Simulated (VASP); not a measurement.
Wanted: the native input for a VASP 6.6.1 run.

| Property | Result |
| --- | --- |
| Task | single point |
| Functional | PBE |
| Dispersion | D3(BJ) |
| Potentials or basis | VASP PAW PBE potentials, release 64 (Ta_pv, N, C, H) |
| Cutoff | 520 eV |
| k mesh | 2 × 2 × 1 |
| Occupations | fermi-dirac, width 0.02 eV |
| Spin | no spin polarisation |
| Dipole correction | no |
| Further INCAR settings | LREAL = Auto; ALGO = Fast; EDIFF = 1e-06; NBANDS = 82 |

The structure of Ta8H2CN8 lies in POSCAR:

```
Ta8H2CN8
1.0
    5.8798840000      0.0000000000      0.0000000000
   -2.9399420000      5.0921290000      0.0000000000
    0.0000000000      0.0000000000     19.3352630000
Ta N C H
8 8 1 2
Direct
    0.0022059054      0.0023369400      0.1087494905
    0.0004768036     -0.0036723343      0.2434257036
    0.0037482566      0.5025402931      0.1114957681
    0.0241688476      0.5262042654      0.2486648358
    0.5020288800      0.0028475319      0.1058894311
    0.5170350687      0.0134717718      0.2343179920
    0.4995522339      0.5010674317      0.1096080255
    0.5174991363      0.5270290678      0.2438135959
    0.3333394273      0.1666689905      0.0517189758
    0.3205261273      0.1567910004      0.1841143821
    0.3333379810      0.6666759621      0.0517189758
    0.3508614657      0.6797156946      0.1764134266
    0.8333322843      0.1666689905      0.0517189758
    0.8422866877      0.1688291872      0.1830437993
    0.8333308380      0.6666759621      0.0517189758
    0.8426280421      0.6830934566      0.1783322006
    0.0276173827     -0.2482065949      0.3152685329
    0.1259694606     -0.3548417568      0.3442259875
   -0.3788824533      1.3047587757      0.2588689898
```

These files were run (other wordings do the same):

INCAR

```
SYSTEM = Ta8H2CN8
PREC = Accurate
ENCUT = 520
EDIFF = 1E-6
ISMEAR = -1
SIGMA = 0.02
LREAL = Auto
LASPH = .True.
NELM = 60
ALGO = Fast
ISIF = 2
LWAVE = .False.
LCHARG = .False.
GGA = PE
IVDW = 12
NBANDS = 82
```

KPOINTS

```
Automatic mesh
0
Gamma
  2 2 1
  0 0 0
```

Potentials or basis: VASP PAW PBE potentials, release 64 (Ta_pv, N, C, H).

Command:

```sh
$ cat potpaw_PBE.64/Ta_pv/POTCAR potpaw_PBE.64/N/POTCAR potpaw_PBE.64/C/POTCAR potpaw_PBE.64/H/POTCAR > POTCAR
$ mpirun -np 1 vasp_std > vasp.out
```

Results of the run:

```yaml
Largest_force: 9.069 eV/Å
Band_gap_on_the_k_mesh: none (metal or under the smearing width)
Dispersion_energy_per_atom: -0.269 eV
```

Caveat: the k mesh is coarse (spacing up to 0.62 Å⁻¹), so the values aren't converged.

Wall time 13 min on 1 thread of Intel(R) Xeon(R) Platinum 8259CL CPU @ 2.50GHz (Skylake/Cascade Lake), on a shared host, peak memory 0.74 GiB.
